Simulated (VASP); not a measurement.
The system is Nb.

```
CELL_PARAMETERS angstrom
-1.66395 1.66395 1.66395
1.66395 -1.66395 1.66395
1.66395 1.66395 -1.66395
ATOMIC_POSITIONS crystal
Nb 0.00000 0.00000 0.00000
```

The cell was built by a generator and needn't be a form met in nature.

- Program: VASP 6.6.1
- Task: relaxation of cell and atoms
- Functional: r2SCAN
- Potentials or basis: VASP PAW PBE potentials, release 64 (Nb_sv)
- Cutoff: 600 eV
- k mesh: 16 × 16 × 16
- Occupations: methfessel-paxton, width 0.1 eV
- Spin: no spin polarisation

At the start: pressure -4.1 GPa; volume 18.43 Å³/atom.

Task: How do energy, volume and symmetry change on relaxing?

Result: Over 3 steps the energy falls by 5.9 meV/atom and the volume is 17.99 Å³/atom (-2.4 %); space group Im-3m (No. 229, to 0.05 Å).

The path:
```tsv
step	energy change (eV)	largest force (eV/Å)	pressure (GPa)	volume (Å³)
1	0.0000	0.0000	-4.14	18.43
2	0.0145	0.0000	8.52	17.19
3	-0.0059	0.0000	-0.06	17.99
```

Final structure:
```
Nb
1.0
    -1.65052    1.65052    1.65052
     1.65052   -1.65052    1.65052
     1.65052    1.65052   -1.65052
Nb
1
Direct
  0.00000 0.00000 0.00000
```

Caveat: the PAW data sets were made with another functional, which shifts forces and pressure a little.
